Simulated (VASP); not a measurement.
Output of a VASP run:

OSZICAR:
```
       N       E                     dE             d eps       ncg     rms          rms(c)
DAV:   1     0.200564869527E+03    0.20056E+03   -0.15028E+04  7068   0.237E+03
DAV:   2     0.940377490523E+01   -0.19116E+03   -0.18902E+03  7064   0.445E+02
DAV:   3    -0.797919080231E+01   -0.17383E+02   -0.17175E+02  8016   0.139E+02
DAV:   4    -0.851312152710E+01   -0.53393E+00   -0.53174E+00  8088   0.265E+01
DAV:   5    -0.853359604852E+01   -0.20475E-01   -0.20473E-01  9474   0.475E+00    0.223E+00
DAV:   6    -0.850358523284E+01    0.30011E-01   -0.53461E-02  9246   0.362E+00    0.120E+00
DAV:   7    -0.849525001986E+01    0.83352E-02   -0.27190E-02  9184   0.249E+00    0.186E-01
DAV:   8    -0.849477870251E+01    0.47132E-03   -0.20026E-03  8318   0.701E-01    0.301E-02
DAV:   9    -0.849478509225E+01   -0.63897E-05   -0.56630E-05  9132   0.797E-02    0.141E-02
DAV:  10    -0.849478441639E+01    0.67586E-06   -0.45331E-06  8820   0.288E-02    0.153E-03
DAV:  11    -0.849478450823E+01   -0.91847E-07   -0.28931E-07  6232   0.770E-03
   1 F= -.84947845E+01 E0= -.84947720E+01  d E =-.849478E+01
       N       E                     dE             d eps       ncg     rms          rms(c)
DAV:   1    -0.849508879778E+01   -0.30438E-03   -0.72360E-03  7826   0.755E-01    0.795E-02
DAV:   2    -0.849491402301E+01    0.17477E-03   -0.37883E-04  8478   0.340E-01    0.495E-02
DAV:   3    -0.849481754679E+01    0.96476E-04   -0.20905E-04  9140   0.232E-01    0.610E-03
DAV:   4    -0.849482043835E+01   -0.28916E-05   -0.40798E-05  7458   0.823E-02    0.368E-03
DAV:   5    -0.849482039903E+01    0.39315E-07   -0.11458E-06  9702   0.187E-02    0.764E-04
DAV:   6    -0.849482040831E+01   -0.92773E-08   -0.66458E-08  3774   0.301E-03
   2 F= -.84948204E+01 E0= -.84947928E+01  d E =-.359001E-04
       N       E                     dE             d eps       ncg     rms          rms(c)
DAV:   1    -0.849547627322E+01   -0.65587E-03   -0.16936E-02  7820   0.115E+00    0.122E-01
DAV:   2    -0.849506651829E+01    0.40975E-03   -0.88792E-04  8446   0.517E-01    0.756E-02
DAV:   3    -0.849484082594E+01    0.22569E-03   -0.48940E-04  9120   0.354E-01    0.938E-03
DAV:   4    -0.849484762244E+01   -0.67965E-05   -0.95467E-05  7442   0.125E-01    0.563E-03
DAV:   5    -0.849484751363E+01    0.10881E-06   -0.27167E-06 10346   0.287E-02    0.118E-03
DAV:   6    -0.849484753191E+01   -0.18284E-07   -0.14428E-07  4412   0.427E-03
   3 F= -.84948475E+01 E0= -.84947977E+01  d E =-.630237E-04
```

File OUTCAR:
```
------------------------ aborting loop because EDIFF is reached ----------------------------------------
  FORCE on cell =-STRESS in cart. coord.  units (eV):
  Direction    XX          YY          ZZ          XY          YZ          ZX
  --------------------------------------------------------------------------------------
  Total       -1.0206025     -1.0206025     -1.0149712      0.0000000      0.0000000      0.0000000
  in kB      -28.7564273    -28.7564273    -28.5977606      0.0000000      0.0000000      0.0000000
  external PRESSURE =     -28.7035384 kB  Pullay stress =       0.0000000 kB
  volume of cell :       56.86
      direct lattice vectors                 reciprocal lattice vectors
    -2.967476517  2.967476517  1.614350010     0.000000000  0.168493330  0.309722177
     2.967476517 -2.967476517  1.614350010     0.168493330  0.000000000  0.309722177
     2.967476517  2.967476517 -1.614350010     0.168493330  0.168493330  0.000000000
 POSITION                                       TOTAL-FORCE (eV/Angst)
 -----------------------------------------------------------------------------------
      2.96748      0.00000      0.80718        -0.000000      0.000000      0.000000
     -0.00000      0.00000      0.00000         0.000000     -0.000000     -0.000000
 -----------------------------------------------------------------------------------
    total drift:                               -0.000000     -0.000000      0.000000
  FREE ENERGIE OF THE ION-ELECTRON SYSTEM (eV)
  ---------------------------------------------------
  free  energy   TOTEN  =        -8.4948475319 eV

  energy  without entropy=       -8.4946979412  energy(sigma->0) =       -8.49479767

 reached required accuracy - stopping structural energy minimisation
```
(Selected blocks of OUTCAR.)

### POSCAR
```
Sn
1
   -2.9706718902     2.9706718902     1.6108789593
    2.9706718902    -2.9706718902     1.6108789593
    2.9706718902     2.9706718902    -1.6108789593
Sn
2
Direct
  0.2500000000   0.7500000000   0.5000000000
  0.0000000000   0.0000000000   0.0000000000
```

Task: Reconstruct the remaining input files.

Result: One answer among several that fit: the input of the run itself, PBEsol GGA, plane waves, VASP's PBE PAW potentials (set 64).

INCAR:
```
ALGO=Normal
EDIFF=1E-7
EDIFFG=-0.01
ENCUT=520
GGA=PS
IBRION=2
ISIF=4
ISMEAR=1
LASPH=.TRUE.
LCHARG=.FALSE.
LMAXMIX=4
LREAL=.FALSE.
LWAVE=.FALSE.
NELM=100
NSW=30
PREC=Accurate
SIGMA=0.1
SYSTEM=Sn
```

KPOINTS:
```
Automatic mesh
0
G
 13 13 13
```

POTCAR, in this order: Sn_d (PBE.64 set). Program: vasp_std.

The compound is Sn in the beta structure. This cell is one point of a volume scan, at 1.06 of the reference volume. Symmetry was kept, so distortions that lower it aren't found.
